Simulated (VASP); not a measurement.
Set up this calculation in VASP 6.6.1, as the native input.

- Task: relaxation of cell and atoms
- Functional: PBE
- Potentials or basis: VASP PAW PBE potentials, release 64 (Ca_sv, Ge_d, F)
- Cutoff: 600 eV
- k mesh: 4 × 4 × 4
- Occupations: gaussian, width 0.1 eV
- Spin: no spin polarisation
- Dipole correction: no
- Further INCAR settings: ALGO = Normal; EDIFF = 1e-06; IBRION = 2; EDIFFG = -0.04; NSW = 90; ISIF = 3

The structure of Ca2GeF6 lies in POSCAR:

```
Ca2GeF6
1.0
    0.0000000000      4.0122109600      4.0122109600
    4.0122109600      0.0000000000      4.0122109600
    4.0122109600      4.0122109600      0.0000000000
Ca Ge F
2 1 6
Direct
    0.2500000000      0.2500000000      0.2500000000
    0.7500000000      0.7500000000      0.7500000000
    0.0000000000      0.0000000000      0.0000000000
    0.7632200000      0.2367800000      0.2367800000
    0.2367800000      0.7632200000      0.2367800000
    0.2367800000      0.7632200000      0.7632200000
    0.7632200000      0.2367800000      0.7632200000
    0.2367800000      0.2367800000      0.7632200000
    0.7632200000      0.7632200000      0.2367800000
```

The cell was built by a generator and needn't be a form met in nature.

The cell isn't the ideal one: species swapped into the Cs2WBr6 type (Fm-3m, No. 225).

These files were run (other wordings do the same):

INCAR

```
  PREC = Accurate
  ENCUT = 600
  EDIFF = 1E-6
  ISMEAR = 0
  SIGMA = 0.1
  LREAL = False
  LASPH = True
  NELM = 80
  ALGO = Normal
  ISIF = 3
  LWAVE = False
  LCHARG = False
  GGA = PE
  IBRION = 2
  NSW = 90
  EDIFFG = -0.04
```

KPOINTS

```
Automatic mesh
0
Gamma
  4 4 4
```

Potentials or basis: VASP PAW PBE potentials, release 64 (Ca_sv, Ge_d, F).

Launch:

```sh
$ cat potpaw_PBE.64/Ca_sv/POTCAR potpaw_PBE.64/Ge_d/POTCAR potpaw_PBE.64/F/POTCAR > POTCAR
$ mpirun -np 1 vasp_std > vasp.out
```

It gave:

* Relaxed volume: 14.20 Å³/atom
* Relaxed cell: a = 5.654 Å, b = 5.654 Å, c = 5.654 Å, α = 60.00°, β = 60.00°, γ = 60.00°
* Space group after relaxing (to 0.05 Å): Fm-3m (No. 225)
* Energy gained by relaxing: 222.2 meV/atom
* Ionic steps: 10
* Pressure after relaxing: -0.1 GPa
* Largest force after relaxing: 0.013 eV/Å
* Band gap on the k mesh: 1.88 eV, indirect (least direct gap 2.52 eV)

It took 7.9 min on 1 thread of Intel(R) Xeon(R) Platinum 8488C (Sapphire Rapids), with other jobs on the host, peak memory 0.37 GiB.
